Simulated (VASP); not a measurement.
A VASP calculation is set up with these files.

### INCAR
```
SYSTEM=MoSe2
PREC=Accurate; ENCUT=400; LREAL=.False.
LASPH=.True.
EDIFF=1E-8; NELM=100; ALGO=Normal
LMAXMIX=4
ISMEAR=0; SIGMA=0.05
IBRION=1; NSW=30; ISIF=2
EDIFFG=-0.001
LWAVE=.False.; LCHARG=.False.
```

File KPOINTS:
```
Automatic mesh
0
Gamma
7 7 2
0 0 0
```

File POSCAR:
```
MoSe2
1
    1.6251091624    -2.8147720434    -0.0000000000
    1.6251091624     2.8147720434    -0.0000000000
   -0.0000000000    -0.0000000000    12.7050749393
Mo Se
2 4
Direct
  0.3333330000   0.6666670000   0.2500000000
  0.6666670000   0.3333330000   0.7500000000
  0.3333330000   0.6666670000   0.8806838963
  0.6666670000   0.3333330000   0.3806838963
  0.6666670000   0.3333330000   0.1193161037
  0.3333330000   0.6666670000   0.6193161037
```

POTCAR, in this order: Mo_sv Se (LDA.64 set). Program: vasp_std.

Problem. Write an equivalent input for Quantum ESPRESSO's pw.x.

Solution. One equivalent input (not run):
```
&CONTROL
  calculation = 'relax'
  pseudo_dir = './pseudo'
  outdir = './out'
  tprnfor = .true.
  tstress = .true.
  nstep = 30
  forc_conv_thr = 3.9e-05
/
&SYSTEM
  ibrav = 0
  nat = 6
  ntyp = 2
  ecutwfc = 86
  occupations = 'smearing'
  smearing = 'gaussian'
  degauss = 0.003675
  input_dft = 'pz'
/
&ELECTRONS
  conv_thr = 7.3e-10
  electron_maxstep = 100
/
&IONS
/
ATOMIC_SPECIES
  Mo 95.950 Mo.upf
  Se 78.971 Se.upf
CELL_PARAMETERS angstrom
     1.6251092   -2.8147720   -0.0000000
     1.6251092    2.8147720   -0.0000000
    -0.0000000   -0.0000000   12.7050749
ATOMIC_POSITIONS crystal
  Mo   0.3333330  0.6666670  0.2500000
  Mo   0.6666670  0.3333330  0.7500000
  Se   0.3333330  0.6666670  0.8806839
  Se   0.6666670  0.3333330  0.3806839
  Se   0.6666670  0.3333330  0.1193161
  Se   0.3333330  0.6666670  0.6193161
K_POINTS automatic
  7 7 2 0 0 0
```
What does not carry over: the potentials are each code's own (VASP's PAW set, PseudoDojo norm-conserving files in pw.x), so ENCUT and ecutwfc are chosen apart and not converted; conv_thr bounds pw.x's estimated SCF error, while EDIFF bounds the energy change between steps; forc_conv_thr acts on force components and is met together with etot_conv_thr.

The compound is MoSe2 in the 2H layered structure. This run relaxes the ions in a fixed cell. Symmetry was kept, so distortions that lower it aren't found. The start is the result of an earlier pass.
